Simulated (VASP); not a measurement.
# MnSiSe3 (Pm-3m) in VASP: further runs

Aim: see how the results for MnSiSe3 move with the level of theory and the settings. Levels: PBEsol, PBEsol+D3. Tasks: relaxation of cell and atoms.

Program: VASP 6.6.1. These are calculated values, not measurements. Logs are shortened: lines on timing, memory, paths and dates and some standing lists are left out, and cuts for length are marked.

### Step 1. Starting point

It takes space group Pm-3m (No. 221, cubic). The conventional cell has a = 4.834 Å, b = 4.834 Å, c = 4.834 Å, α = 90.00°, β = 90.00°, γ = 90.00°. Mn (site symmetry m-3m) is surrounded by 12 Se at 3.42 Å. Si (site symmetry m-3m) is surrounded by 6 Se at 2.42 Å. Se (site symmetry 4/mmm) is surrounded by 2 Si at 2.42 Å.

The cell was built by a generator and needn't be a form met in nature.

### Step 2. Relaxation of cell and atoms, PBEsol, collinear spin, ferromagnetic start

INCAR

```
PREC = Accurate ; ENCUT = 600
EDIFF = 1E-6 ; ISMEAR = -1
SIGMA = 0.05 ; LREAL = False
LASPH = True ; NELM = 100
ALGO = Normal ; ISIF = 3
LWAVE = False ; LCHARG = False
ISPIN = 2 ; MAGMOM = 4 0 0 0 0
LORBIT = 11 ; LMAXMIX = 4
GGA = PS ; IBRION = 2
NSW = 60 ; EDIFFG = -0.01
```

KPOINTS

```
regular mesh
0
Gamma
  5 5 5
```

POSCAR

```
MnSiSe3
1.0
    4.8341200000      0.0000000000      0.0000000000
    0.0000000000      4.8341200000      0.0000000000
    0.0000000000      0.0000000000      4.8341200000
Mn Si Se
1 1 3
Direct
    0.0000000000      0.0000000000      0.0000000000
    0.5000000000      0.5000000000      0.5000000000
    0.0000000000      0.5000000000      0.5000000000
    0.5000000000      0.0000000000      0.5000000000
    0.5000000000      0.5000000000      0.0000000000
```

Potentials or basis: VASP PAW PBE potentials, release 64 (Mn_pv, Si, Se).

Run with:

```console
$ cat potpaw_PBE.64/Mn_pv/POTCAR potpaw_PBE.64/Si/POTCAR potpaw_PBE.64/Se/POTCAR > POTCAR
$ mpirun -np 1 vasp_std > vasp.out
```

OUTCAR:

```text
PREC = Accurate
   ENCUT = 600
   EDIFF = 1E-6
   ISMEAR = -1
   LREAL = False
   LASPH = True
   NELM = 100
   ISIF = 3
   ISPIN = 2
   LORBIT = 11
   GGA = PS
   IBRION = 2
   NSW = 60
   EDIFFG = -0.01

 ion  position               nearest neighbor table
   1  0.000  0.000  0.000-
   2  0.500  0.500  0.500-   3 2.42   4 2.42   5 2.42   5 2.42   4 2.42   3 2.42
   3  0.000  0.500  0.500-   2 2.42   2 2.42
   4  0.500  0.000  0.500-   2 2.42   2 2.42
   5  0.500  0.500  0.000-   2 2.42   2 2.42

  LATTYP: Found a simple cubic cell.
 ALAT       =     4.8341200000

  Lattice vectors:

 A1 = (   4.8341200000,   0.0000000000,   0.0000000000)
 A2 = (   0.0000000000,   4.8341200000,   0.0000000000)
 A3 = (   0.0000000000,   0.0000000000,   4.8341200000)

Analysis of symmetry for initial positions (statically):
=====================================================================
 Subroutine PRICEL returns:
 Original cell was already a primitive cell.

 Routine SETGRP: Setting up the symmetry group for a
 simple cubic supercell.

 Subroutine GETGRP returns: Found 48 space group operations
 (whereof 48 operations were pure point group operations)
 out of a pool of 48 trial point group operations.

The static configuration has the point symmetry O_h .

Analysis of symmetry for dynamics (positions and initial velocities):
=====================================================================
 Subroutine PRICEL returns:
 Original cell was already a primitive cell.

 Routine SETGRP: Setting up the symmetry group for a
 simple cubic supercell.

 Subroutine GETGRP returns: Found 48 space group operations
 (whereof 48 operations were pure point group operations)
 out of a pool of 48 trial point group operations.

The dynamic configuration has the point symmetry O_h .

Analysis of structural, dynamic, and magnetic symmetry:
=====================================================================
 Subroutine PRICEL returns:
 Original cell was already a primitive cell.

 Routine SETGRP: Setting up the symmetry group for a
 simple cubic supercell.

 Subroutine GETGRP returns: Found 48 space group operations
 (whereof 48 operations were pure point group operations)
 out of a pool of 48 trial point group operations.

The overall configuration has the point symmetry O_h .

 Subroutine INISYM returns: Found 48 space group operations
 (whereof 48 operations are pure point group operations),
 and found     1 'primitive' translations

----------------------------------------------------------------------------------------

                                     Primitive cell

  volume of cell :     112.9672

  direct lattice vectors                    reciprocal lattice vectors
     4.834120000  0.000000000  0.000000000     0.206862883  0.000000000  0.000000000
     0.000000000  4.834120000  0.000000000     0.000000000  0.206862883  0.000000000
     0.000000000  0.000000000  4.834120000     0.000000000  0.000000000  0.206862883

  length of vectors
     4.834120000  4.834120000  4.834120000     0.206862883  0.206862883  0.206862883

  position of ions in fractional coordinates (direct lattice)
     0.000000000  0.000000000  0.000000000
     0.500000000  0.500000000  0.500000000
     0.000000000  0.500000000  0.500000000
     0.500000000  0.000000000  0.500000000
     0.500000000  0.500000000  0.000000000

  ion indices of the primitive-cell ions
   primitive index   ion index
                 1           1
                 2           2
                 3           3
                 4           4
                 5           5

----------------------------------------------------------------------------------------

 KPOINTS: regular mesh

Automatic generation of k-mesh.
 Grid dimensions read from file:
 generate k-points for:    5    5    5

 Generating k-lattice:

  Cartesian coordinates                     Fractional coordinates (reciprocal lattice)
     0.041372577  0.000000000  0.000000000     0.200000000  0.000000000  0.000000000
     0.000000000  0.041372577  0.000000000     0.000000000  0.200000000  0.000000000
     0.000000000  0.000000000  0.041372577     0.000000000  0.000000000  0.200000000

  Length of vectors
     0.041372577  0.041372577  0.041372577

  Shift w.r.t. Gamma in fractional coordinates (k-lattice)
     0.000000000  0.000000000  0.000000000

 Subroutine IBZKPT returns following result:
 ===========================================

 Found     10 irreducible k-points:

 Following reciprocal coordinates:
            Coordinates               Weight
  0.000000  0.000000  0.000000      1.000000
  0.200000  0.000000  0.000000      6.000000
  0.400000  0.000000  0.000000      6.000000
  0.200000  0.200000  0.000000     12.000000
  0.400000  0.200000  0.000000     24.000000
  0.400000  0.400000  0.000000     12.000000
  0.200000  0.200000  0.200000      8.000000
  0.400000  0.200000  0.200000     24.000000
  0.400000  0.400000  0.200000     24.000000
  0.400000  0.400000  0.400000      8.000000
   k-points           NKPTS =     10   k-points in BZ     NKDIM =     10   number of bands    NBANDS=     23
   number of dos      NEDOS =    301   number of ions     NIONS =      5
   total plane-waves  NPLWV =  64000
   dimension x,y,z NGX =    40 NGY =   40 NGZ =   40
   dimension x,y,z NGXF=    80 NGYF=   80 NGZF=   80
   ions per type =               1   1   3
   NGX,Y,Z   is equivalent  to a cutoff of  13.76, 13.76, 13.76 a.u.
   NGXF,Y,Z  is equivalent  to a cutoff of  27.51, 27.51, 27.51 a.u.
 SYSTEM =  unknown system
   PREC   = accura    normal or accurate (medium, high low for compatibility)
   ISTART =      0    job   : 0-new  1-cont  2-samecut
   ICHARG =      2    charge: 1-file 2-atom 10-const
   ISPIN  =      2    spin polarized calculation?
   LNONCOLLINEAR =      F non collinear calculations
   LSORBIT =      F    spin-orbit coupling
   LASPH  =      T    aspherical Exc in radial PAW
   ENCUT  =  600.0 eV  44.10 Ry    6.64 a.u.   9.65  9.65  9.65*2*pi/ulx,y,z
   NELM   =    100;   NELMIN=  2; NELMDL= -5     # of ELM steps
   EDIFF  = 0.1E-05   stopping-criterion for ELM
   LREAL  =      F    real-space projection
   EDIFFG = -.1E-01   stopping-criterion for IOM
   NSW    =     60    number of steps for IOM
   IBRION =      2    ionic relax: 0-MD 1-quasi-New 2-CG
   NFREE  =      1    steps in history (QN), initial steepest desc. (CG)
   ISIF   =      3    stress and relaxation
   ISYM   =      2    0-nonsym 1-usesym 2-fastsym
   POTIM  = 0.5000    time-step for ionic-motion
   TEBEG  =    0.0;   TEEND  =   0.0 temperature during run
   PSTRESS=    0.0 pullay stress
   NELECT =      35.0000    total number of electrons
   NUPDOWN=      -1.0000    fix difference up-down
   EMIN   =  10.00;   EMAX   =-10.00  energy-range for DOS
   EFERMI =   0.00;   METHOD = LEGACY
   ISMEAR =    -1;   SIGMA  =   0.05  broadening in eV -4-tet -1-fermi 0-gaus
   EFERMI_NEDOS =   21; number of points for ismear=-14 and -15
   IALGO  =     38    algorithm
   IMIX   =      4    mixing-type and parameters
     AMIX     =   0.40;   BMIX     =  1.00
     AMIX_MAG =   1.60;   BMIX_MAG =  1.00
  volume/ion in A,a.u.               =      22.59       152.47
  Fermi-wavevector in a.u.,A,eV,Ry     =   1.107763  2.093368 16.696230  1.227138
  Thomas-Fermi vector in A             =   2.244281
   LORBIT       =     11    0 simple, 1 ext, 2 COOP (PROOUT), +10 PAW based schemes
   GGA     = PS    functional components
   LHFCALC =     F    Hartree Fock is set to
   AEXX    =    0.0000 exact exchange contribution
   IVDW    =     0    specifies the selected vdW correction
   LEPSILON=     F    determine dielectric tensor
   LRPA    =     F    only Hartree local field effects (RPA)
 conjugate gradient relaxation of ions
 spin polarized calculation
  energy-cutoff  :      600.00
  volume of cell :      112.97
 maximum number of plane-waves:      3791
 NGX is ok and might be reduce to    40
   NGX = 19   NGY = 19   NGZ = 19

--------------------------------------- Ionic step        1  -------------------------------------------

 number of electron      34.9999990 magnetization       5.2927461

 Free energy of the ion-electron system (eV)
  ---------------------------------------------------
  ext. energy  EPLUGINS =         0.00000000
  ---------------------------------------------------
  free energy    TOTEN  =       -24.92372535 eV

  energy without entropy =      -24.90514567  energy(sigma->0) =      -24.91443551

 E-fermi :   4.2734     XC(G=0):  -9.8108

 val. band max:        4.2696035209   @ k =   0.4000   0.2000   0.2000
 cond. band min:       4.3423436445   @ k =   0.4000   0.2000   0.0000
 fundamental gap:      0.0727401236
 Fermi energy:         4.2733518960

 spin component 1

 k-point     1 :       0.0000    0.0000    0.0000
  band No.  band energies     occupation
      1     -46.8244      1.00000
      2     -46.8244      1.00000
      3     -46.8244      1.00000
      4     -10.7633      1.00000
      5      -7.7964      1.00000
      6      -7.7964      1.00000
[... 1119 lines left out ...]
  energy  without entropy=      -24.9392377069  energy(sigma->0) =      -24.94934705

--------------------------------------- Ionic step        3  -------------------------------------------

 number of electron      34.9999999 magnetization       5.2558055

 Free energy of the ion-electron system (eV)
  ---------------------------------------------------
  ext. energy  EPLUGINS =         0.00000000
  ---------------------------------------------------
  free energy    TOTEN  =       -24.96127969 eV

  energy without entropy =      -24.94135842  energy(sigma->0) =      -24.95131905

 E-fermi :   4.7110     XC(G=0):  -9.9929

 val. band max:        4.5122170409   @ k =   0.0000   0.0000   0.0000
 cond. band min:       4.7262399558   @ k =   0.4000   0.2000   0.2000
 fundamental gap:      0.2140229148
 Fermi energy:         4.7110153788

 spin component 1

 k-point     1 :       0.0000    0.0000    0.0000
  band No.  band energies     occupation
      1     -46.3408      1.00000
      2     -46.3408      1.00000
      3     -46.3408      1.00000
      4     -10.6641      1.00000
      5      -7.4594      1.00000
      6      -7.4594      1.00000
[... 544 lines left out ...]
  FREE ENERGIE OF THE ION-ELECTRON SYSTEM (eV)
  ---------------------------------------------------
  free  energy   TOTEN  =       -24.9612796855 eV

  energy  without entropy=      -24.9413584194  energy(sigma->0) =      -24.95131905

 reached required accuracy - stopping structural energy minimisation

 total charge

# of ion       s       p       d       tot
------------------------------------------
    1        0.186   6.051   4.867  11.104
    2        0.791   0.750   0.000   1.540
    3        1.479   2.311   0.047   3.837
    4        1.479   2.311   0.047   3.837
    5        1.479   2.311   0.047   3.837
--------------------------------------------------
tot          5.412  13.734   5.008  24.154

 magnetization (x)

# of ion       s       p       d       tot
------------------------------------------
    1        0.078   0.018   4.390   4.487
    2        0.021   0.025   0.000   0.046
    3        0.004   0.050   0.005   0.059
    4        0.004   0.050   0.005   0.059
    5        0.004   0.050   0.005   0.059
--------------------------------------------------
tot          0.112   0.194   4.404   4.711
```

It took 1.9 min on 1 thread of Intel Xeon 6975P-C (Granite Rapids), shared host; peak memory 0.31 GiB.

What came out:

```
Free energy                                           : -24.9613 eV
Relaxed volume                                        : 21.66 Å³/atom
Relaxed cell                                          : a = 4.767 Å, b = 4.767 Å, c = 4.767 Å, α = 90.00°, β = 90.00°, γ = 90.00°
Space group after relaxing (to 0.05 Å)                : Pm-3m (No. 221)
Energy gained by relaxing                             : 7.5 meV/atom
Ionic steps                                           : 3
Pressure after relaxing                               : 0.0 GPa
Band gap on the k mesh                                : none (metal or under the smearing width)
Net moment                                            : 5.26 μB per cell
Site moments                                          : Mn +4.49; Si +0.05; Se +0.06 μB
Valence electrons inside the program's atomic spheres : Mn 11.10; Si 1.54; Se 3.84
```

The path:
| step | energy change (eV) | largest force (eV/Å) | pressure (GPa) | volume (Å³) |
| --- | --- | --- | --- | --- |
| 1 | 0.0000 | 0.0000 | -2.48 | 112.97 |
| 2 | -0.0357 | 0.0000 | 0.62 | 107.35 |
| 3 | -0.0376 | 0.0000 | 0.02 | 108.32 |

Final structure:
```cif
data_structure
_symmetry_space_group_name_H-M 'P 1'
_symmetry_Int_Tables_number 1
_cell_length_a 4.7670
_cell_length_b 4.7670
_cell_length_c 4.7670
_cell_angle_alpha 90.000
_cell_angle_beta 90.000
_cell_angle_gamma 90.000
_cell_volume 108.32
loop_
_atom_site_label
_atom_site_type_symbol
_atom_site_fract_x
_atom_site_fract_y
_atom_site_fract_z
_atom_site_occupancy
Mn1 Mn 0.00000 0.00000 0.00000 1
Si1 Si 0.50000 0.50000 0.50000 1
Se1 Se 0.00000 0.50000 0.50000 1
Se2 Se 0.50000 0.00000 0.50000 1
Se3 Se 0.50000 0.50000 0.00000 1
```

Levels at points of the mesh, in eV from the Fermi level:
Spin up:
| k point | band 17 | band 18 | band 19 | band 20 | band 21 | band 22 | band 23 |
| --- | --- | --- | --- | --- | --- | --- | --- |
| (0.00, 0.00, 0.00) | -1.12 | -1.12 | -1.07 | -1.07 | -1.07 | -0.20 | 4.40 |
Spin down:
```tsv
k point	band 12	band 13	band 14	band 15	band 16	band 17	band 18	band 19
(0.00, 0.00, 0.00)	-1.04	-1.04	-0.90	-0.90	-0.90	0.61	0.61	0.64
```

Caveat: the PAW data sets were made with another functional, which shifts forces and pressure a little; a cell with one magnetic atom can't hold antiferromagnetic order, which such compounds often take; semilocal functionals often make such compounds metallic where correlation or magnetic order opens a gap, which also shifts bond lengths.

(Part 1 of 2 ends here.)
